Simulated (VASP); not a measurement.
VASP runs on InSb (zinc blende) share one base input (PBE GGA, plane waves, VASP's PBE PAW potentials (set 64)) and change the settings named in each case.

File POSCAR:
```
InSb
1
    0.0000000000     3.3048000000     3.3048000000
    3.3048000000     0.0000000000     3.3048000000
    3.3048000000     3.3048000000     0.0000000000
In Sb
1 1
Direct
  0.0000000000   0.0000000000   0.0000000000
  0.2500000000   0.2500000000   0.2500000000
```

KPOINTS:
```
K-points
0
gamma
  6 6 6
```

### INCAR
```
EDIFF  =  1E-6
LASPH  =  .TRUE.   ! aspherical one-centre terms
ENCUT  =  400   ! plane-wave cut-off (eV)
LMAXMIX  =  4   ! l cut-off of mixed one-centre charges
ALGO  =  Normal
NELM  =  100   ! most electronic steps
GGA  =  PE   ! PBE
PREC  =  Accurate
LCHARG  =  .FALSE.
ISIF  =  2
SIGMA  =  0.05   ! width (eV)
SYSTEM  =  InSb
LREAL  =  .FALSE.   ! projection in real space or not
LWAVE  =  .FALSE.
ISMEAR  =  0   ! Gaussian
```

POTCAR, in this order: In_d Sb (PBE.64 set). Program: vasp_std.

```tsv
change	electronic steps
base run	12
ALGO = Fast	14
ALGO = VeryFast	21
ALGO = All	16
ALGO = Damped	24
ALGO = Conjugate	16
```
 Unless said otherwise, spin-orbit coupling is left out, though it shifts the bands of the heavy elements here.

Left out are runs that ran out of time, are held back, or changed the cell or the kind of run, fixed moments of cells without a moment, rows past the twelfth, gaps on odd meshes, pressures of charged cells and columns that move by less than the noise.

The compound is InSb in the zinc blende structure. The cell was not relaxed at this level.
